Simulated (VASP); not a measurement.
OSZICAR of a VASP run on Bi2Se3 (tetradymite):

OSZICAR:
```
       N       E                     dE             d eps       ncg     rms          rms(c)
DAV:   1     0.484820728709E+03    0.48482E+03   -0.23371E+04  1792   0.176E+03
DAV:   2     0.481731809664E+02   -0.43665E+03   -0.42626E+03  1884   0.441E+02
DAV:   3    -0.683948617731E+01   -0.55013E+02   -0.52443E+02  2348   0.163E+02
DAV:   4    -0.948834729469E+01   -0.26489E+01   -0.26174E+01  2048   0.350E+01
DAV:   5    -0.960504891818E+01   -0.11670E+00   -0.11633E+00  2472   0.741E+00    0.497E+00
DAV:   6    -0.861982071050E+01    0.98523E+00   -0.27779E+00  2108   0.883E+00    0.298E+00
DAV:   7    -0.864049216915E+01   -0.20671E-01   -0.48529E-01  2028   0.335E+00    0.157E+00
DAV:   8    -0.865261680737E+01   -0.12125E-01   -0.87320E-02  2304   0.181E+00    0.579E-01
DAV:   9    -0.865243908106E+01    0.17773E-03   -0.13627E-02  2296   0.661E-01    0.180E-01
DAV:  10    -0.865276044194E+01   -0.32136E-03   -0.30325E-03  2040   0.321E-01    0.632E-02
DAV:  11    -0.865290524778E+01   -0.14481E-03   -0.88123E-04  2416   0.165E-01    0.419E-02
DAV:  12    -0.865292873401E+01   -0.23486E-04   -0.14842E-04  2296   0.819E-02    0.144E-02
DAV:  13    -0.865293172619E+01   -0.29922E-05   -0.33879E-05  2304   0.488E-02    0.535E-03
DAV:  14    -0.865293160311E+01    0.12308E-06   -0.42092E-06  1948   0.150E-02
   1 F= -.86529316E+01 E0= -.86529306E+01  d E =-.865293E+01
       N       E                     dE             d eps       ncg     rms          rms(c)
DAV:   1    -0.865601084849E+01   -0.30791E-02   -0.97314E-02  2216   0.359E+00    0.300E-01
DAV:   2    -0.865353600158E+01    0.24748E-02   -0.57823E-03  2212   0.886E-01    0.122E-01
DAV:   3    -0.865301605018E+01    0.51995E-03   -0.24019E-03  2228   0.543E-01    0.225E-02
DAV:   4    -0.865302829905E+01   -0.12249E-04   -0.91677E-05  2092   0.680E-02    0.111E-02
DAV:   5    -0.865303132317E+01   -0.30241E-05   -0.94768E-06  2268   0.257E-02    0.488E-03
DAV:   6    -0.865303238641E+01   -0.10632E-05   -0.10087E-06  1132   0.821E-03    0.945E-04
DAV:   7    -0.865303219636E+01    0.19005E-06   -0.27319E-07  1044   0.632E-03
   2 F= -.86530322E+01 E0= -.86530312E+01  d E =-.100593E-03
```

Task: Which electronic solver shows in the log?

Result: It is blocked Davidson (ALGO = Normal, or the opening steps of other solvers). The INCAR had ALGO = Normal.

Task: Can the final energy be trusted as converged?

Result: Self-consistency was reached. It stopped with EDIFF = 1E-6, NELM = 100, NSW = 60 and EDIFFG = -0.02 after 2 ionic steps (optB88-vdW, plane waves, VASP's PBE PAW potentials (set 64)).

The compound is Bi2Se3 in the tetradymite structure. This run relaxes it. Symmetry was kept, so distortions that lower it aren't found. The start is the result of an earlier pass.
